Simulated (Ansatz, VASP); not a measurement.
# AlPt3C in two plane-wave programs, part 2 of 3

One calculation is typed for both programs; each brings its own data sets. How far apart do they land? The cell is taken from a series of runs on this material, whose earlier steps may have relaxed, scaled, displaced or heated it; both programs get it as it stands.

VASP 6.6.1 and Ansatz 0.2.0.

So far: The structure; VASP: zone-centre phonons, PBEsol.

**2. VASP: zone-centre phonons, PBEsol (continued)**

Level of this step: PBEsol; plane waves and PAW (Al, Pt, C) (VASP).

Parts of OUTCAR (step 2):

```text
ion  position               nearest neighbor table
   1  0.000  0.000  0.000-   7 2.65   8 2.65   3 2.90   4 2.90   4 2.90   3 2.90   5 2.95   6 2.95
                             5 2.95   6 2.95   7 3.28   8 3.28
   2  0.500  0.500  0.000-   7 2.65   8 2.65   3 2.90   4 2.90   3 2.90   4 2.90   5 2.95   6 2.95
                             5 2.95   6 2.95   7 3.28   8 3.28
   3  0.500  0.000  0.000-   9 2.12   9 2.12   7 2.65   8 2.65   1 2.90   2 2.90   2 2.90   1 2.90
                             6 2.95   6 2.95   5 2.95   5 2.95   8 3.28   7 3.28
   4  0.000  0.500  0.000-  10 2.12  10 2.12   7 2.65   8 2.65   1 2.90   2 2.90   1 2.90   2 2.90
                             6 2.95   6 2.95   5 2.95   5 2.95   8 3.28   7 3.28
   5  0.250  0.250  0.500-   9 2.05  10 2.05   7 2.93   8 2.93   8 2.93   7 2.93   1 2.95   2 2.95
                             1 2.95   2 2.95   3 2.95   4 2.95   3 2.95   4 2.95
   6  0.750  0.750  0.500-   9 2.05  10 2.05   7 2.93   8 2.93   7 2.93   8 2.93   1 2.95   2 2.95
                             1 2.95   2 2.95   3 2.95   4 2.95   3 2.95   4 2.95
   7  0.750  0.250  0.603-   9 2.09  10 2.09   3 2.65   4 2.65   1 2.65   2 2.65   5 2.93   6 2.93
                             6 2.93   5 2.93   3 3.28   4 3.28   1 3.28   2 3.28
   8  0.250  0.750  0.397-   9 2.09  10 2.09   3 2.65   4 2.65   1 2.65   2 2.65   5 2.93   6 2.93
                             5 2.93   6 2.93   3 3.28   4 3.28   1 3.28   2 3.28
   9  0.500  0.000  0.500-   5 2.05   6 2.05   7 2.09   8 2.09   3 2.12   3 2.12
  10  0.000  0.500  0.500-   5 2.05   6 2.05   7 2.09   8 2.09   4 2.12   4 2.12

  LATTYP: Found a base centered orthorhombic cell.
 ALAT       =     8.1781835914
 B/A-ratio  =     1.0026797882
 C/A-ratio  =     0.5184512775

 Subroutine GETGRP returns: Found  8 space group operations
 (whereof  4 operations were pure point group operations)

The static configuration has the point symmetry C_2h.
 The point group associated with its full space group is D_2h.

 Found     65 irreducible k-points:

   k-points           NKPTS =     65   k-points in BZ     NKDIM =     65   number of bands    NBANDS=     47

   dimension x,y,z NGX =    48 NGY =   48 NGZ =   36
   dimension x,y,z NGXF=    96 NGYF=   96 NGZF=   72

   ENCUT  =  600.0 eV  44.10 Ry    6.64 a.u.  11.57 11.57  8.47*2*pi/ulx,y,z

   NELECT =      74.0000    total number of electrons

 k-points in reciprocal lattice and weights: Automatic mesh
   0.00000000  0.00000000  0.00000000       0.003
   0.16666667  0.00000000  0.00000000       0.014
   0.33333333  0.00000000  0.00000000       0.014
   0.50000000  0.00000000  0.00000000       0.007
   0.16666667  0.16666667  0.00000000       0.007
   0.33333333  0.16666667  0.00000000       0.014
   0.50000000  0.16666667  0.00000000       0.014
  -0.33333333  0.16666667  0.00000000       0.014
  -0.16666667  0.16666667  0.00000000       0.007
[...]
-----------------------------------------------------------------------------------
    total drift:                                0.000000     -0.000000      0.000000

 Eigenvectors and eigenvalues of the dynamical matrix
 ----------------------------------------------------

   1 f  =   22.187230 THz   139.406478 2PiTHz  740.086331 cm-1    91.758969 meV
             X         Y         Z           dx          dy          dz
      0.000000  0.000000  0.000000     0.043032    0.000000   -0.000000
      4.089092  0.000000  0.000000    -0.043032    0.000000   -0.000000
      2.044546 -2.050025  0.000000    -0.000000    0.018371   -0.000000
      2.044546  2.050025  0.000000     0.000000   -0.018371    0.000000
      2.044546  0.000000  2.119995     0.000000   -0.000000    0.000000
      6.133638  0.000000  2.119995    -0.000000   -0.000000    0.000000
      4.089092 -2.050025  2.558677     0.000000   -0.000000   -0.000000
      4.089092  2.050025  1.681313     0.000000   -0.000000   -0.000000
      2.044546 -2.050025  2.119995    -0.000000    0.705557    0.000000
      2.044546  2.050025  2.119995     0.000000   -0.705557    0.000000

   2 f  =   17.620274 THz   110.711448 2PiTHz  587.749080 cm-1    72.871566 meV
             X         Y         Z           dx          dy          dz
      0.000000  0.000000  0.000000     0.000000    0.059822   -0.027101
      4.089092  0.000000  0.000000     0.000000   -0.059822   -0.027101
      2.044546 -2.050025  0.000000     0.007646    0.000000   -0.021337
      2.044546  2.050025  0.000000    -0.007646    0.000000   -0.021337
      2.044546  0.000000  2.119995    -0.000000   -0.000000    0.011199
      6.133638  0.000000  2.119995    -0.000000   -0.000000    0.011199
      4.089092 -2.050025  2.558677     0.000000    0.000000   -0.044322
      4.089092  2.050025  1.681313     0.000000    0.000000   -0.044322
      2.044546 -2.050025  2.119995     0.652226    0.000000    0.260164
      2.044546  2.050025  2.119995    -0.652226    0.000000    0.260164

   3 f  =   16.171551 THz   101.608851 2PiTHz  539.424877 cm-1    66.880131 meV
             X         Y         Z           dx          dy          dz
      0.000000  0.000000  0.000000     0.000000   -0.035141    0.008356
      4.089092  0.000000  0.000000    -0.000000   -0.035141   -0.008356
      2.044546 -2.050025  0.000000    -0.000000    0.016200    0.000000
      2.044546  2.050025  0.000000     0.000000    0.016200   -0.000000
      2.044546  0.000000  2.119995    -0.000000   -0.190044    0.000000
      6.133638  0.000000  2.119995    -0.000000   -0.190044   -0.000000
      4.089092 -2.050025  2.558677     0.000000    0.018248    0.000000
      4.089092  2.050025  1.681313     0.000000    0.018248   -0.000000
      2.044546 -2.050025  2.119995    -0.000000    0.679693   -0.000000
      2.044546  2.050025  2.119995    -0.000000    0.679693   -0.000000

   4 f  =   15.607092 THz    98.062252 2PiTHz  520.596556 cm-1    64.545718 meV
             X         Y         Z           dx          dy          dz
      0.000000  0.000000  0.000000     0.029397   -0.000000   -0.000000
      4.089092  0.000000  0.000000     0.029397    0.000000    0.000000
      2.044546 -2.050025  0.000000    -0.006470   -0.000000    0.035481
      2.044546  2.050025  0.000000    -0.006470   -0.000000   -0.035481
      2.044546  0.000000  2.119995    -0.035124    0.000000   -0.000000
      6.133638  0.000000  2.119995    -0.035124    0.000000   -0.000000
      4.089092 -2.050025  2.558677     0.182073   -0.000000    0.000000
      4.089092  2.050025  1.681313     0.182073   -0.000000    0.000000
      2.044546 -2.050025  2.119995    -0.610233   -0.000000   -0.301772
      2.044546  2.050025  2.119995    -0.610233   -0.000000    0.301772

   5 f  =    7.703617 THz    48.403254 2PiTHz  256.965010 cm-1    31.859586 meV
             X         Y         Z           dx          dy          dz
      0.000000  0.000000  0.000000     0.035883    0.000000   -0.000000
      4.089092  0.000000  0.000000     0.035883   -0.000000   -0.000000
      2.044546 -2.050025  0.000000    -0.014786   -0.000000   -0.353502
      2.044546  2.050025  0.000000    -0.014786   -0.000000    0.353502
      2.044546  0.000000  2.119995    -0.042858    0.000000    0.000000
      6.133638  0.000000  2.119995    -0.042858    0.000000    0.000000
      4.089092 -2.050025  2.558677     0.107086   -0.000000    0.000000
      4.089092  2.050025  1.681313     0.107086   -0.000000    0.000000
      2.044546 -2.050025  2.119995    -0.253323    0.000000    0.544108
      2.044546  2.050025  2.119995    -0.253323   -0.000000   -0.544108

   6 f  =    7.251123 THz    45.560150 2PiTHz  241.871430 cm-1    29.988222 meV
             X         Y         Z           dx          dy          dz
      0.000000  0.000000  0.000000    -0.000000    0.425572   -0.364793
      4.089092  0.000000  0.000000    -0.000000   -0.425572   -0.364793
      2.044546 -2.050025  0.000000     0.036958   -0.000000   -0.247307
      2.044546  2.050025  0.000000    -0.036958   -0.000000   -0.247307
      2.044546  0.000000  2.119995     0.000000   -0.000000    0.111068
      6.133638  0.000000  2.119995     0.000000   -0.000000    0.111068
      4.089092 -2.050025  2.558677    -0.000000   -0.000000    0.219372
      4.089092  2.050025  1.681313    -0.000000   -0.000000    0.219372
      2.044546 -2.050025  2.119995    -0.134168    0.000000    0.211723
      2.044546  2.050025  2.119995     0.134168   -0.000000    0.211723

   7 f  =    6.883418 THz    43.249788 2PiTHz  229.606096 cm-1    28.467515 meV
             X         Y         Z           dx          dy          dz
      0.000000  0.000000  0.000000    -0.000000    0.494115   -0.488244
      4.089092  0.000000  0.000000    -0.000000    0.494115    0.488244
      2.044546 -2.050025  0.000000     0.000000   -0.018977   -0.000000
      2.044546  2.050025  0.000000     0.000000   -0.018977   -0.000000
      2.044546  0.000000  2.119995    -0.000000   -0.051689    0.000000
      6.133638  0.000000  2.119995     0.000000   -0.051689    0.000000
      4.089092 -2.050025  2.558677     0.000000   -0.118350   -0.000000
      4.089092  2.050025  1.681313    -0.000000   -0.118350   -0.000000
      2.044546 -2.050025  2.119995     0.000000    0.020726   -0.000000
      2.044546  2.050025  2.119995     0.000000    0.020726    0.000000

   8 f  =    6.797263 THz    42.708464 2PiTHz  226.732291 cm-1    28.111209 meV
             X         Y         Z           dx          dy          dz
      0.000000  0.000000  0.000000    -0.000000   -0.384901    0.156300
      4.089092  0.000000  0.000000    -0.000000    0.384901    0.156300
      2.044546 -2.050025  0.000000     0.003126    0.000000   -0.384709
      2.044546  2.050025  0.000000    -0.003126    0.000000   -0.384709
      2.044546  0.000000  2.119995     0.000000   -0.000000    0.172679
      6.133638  0.000000  2.119995     0.000000    0.000000    0.172679
      4.089092 -2.050025  2.558677    -0.000000    0.000000    0.063669
      4.089092  2.050025  1.681313    -0.000000    0.000000    0.063669
      2.044546 -2.050025  2.119995    -0.114607   -0.000000    0.363874
      2.044546  2.050025  2.119995     0.114607   -0.000000    0.363874

   9 f  =    6.088564 THz    38.255573 2PiTHz  203.092620 cm-1    25.180264 meV
             X         Y         Z           dx          dy          dz
      0.000000  0.000000  0.000000    -0.000000   -0.000000    0.000000
      4.089092  0.000000  0.000000    -0.000000   -0.000000   -0.000000
      2.044546 -2.050025  0.000000    -0.000000    0.000000   -0.000000
      2.044546  2.050025  0.000000    -0.000000    0.000000   -0.000000
      2.044546  0.000000  2.119995     0.000000    0.448704    0.000000
      6.133638  0.000000  2.119995    -0.000000   -0.448704   -0.000000
      4.089092 -2.050025  2.558677     0.546502    0.000000   -0.000000
      4.089092  2.050025  1.681313    -0.546502    0.000000   -0.000000
      2.044546 -2.050025  2.119995     0.000000   -0.000000   -0.000000
      2.044546  2.050025  2.119995     0.000000   -0.000000   -0.000000
    [... 271 further lines ...]
      2.044546 -2.050025  2.119995    -0.169647    0.000000    0.430513
      2.044546  2.050025  2.119995     0.169647    0.000000    0.430513

 ELASTIC MODULI CONTR FROM IONIC RELAXATION (kBar)
 Direction    XX          YY          ZZ          XY          YZ          ZX
 --------------------------------------------------------------------------------
 XX        -283.0036     78.7745   -243.2444     -0.0000     -0.0000      0.0000
 YY          78.7745    -21.9270     67.7075      0.0000      0.0000     -0.0000
 ZZ        -243.2444     67.7075   -209.0710     -0.0000     -0.0000      0.0000
 XY          -0.0000      0.0000     -0.0000     -0.0000     -0.0000     -0.0000
 YZ          -0.0000      0.0000     -0.0000     -0.0000      0.0000      0.0000
 ZX           0.0000     -0.0000      0.0000     -0.0000     -0.0000    -94.4857
 --------------------------------------------------------------------------------
```

Energies printed during the response cycles are not total energies of the cell.

(Continued in part 3 of 3.)

[Lines on the potential files, build, host, timing and source positions are cut from VASP's logs without a mark.]

[Logs are printed without paths, hosts, clocks, repeated set-up lines and the standing remarks that a program may print on its own settings, such as how far it seeks lower states.]

[Hosts, paths, dates, database ids (printed as entryN), source tags and the programs' standing remarks are cut or masked in the printed files.]
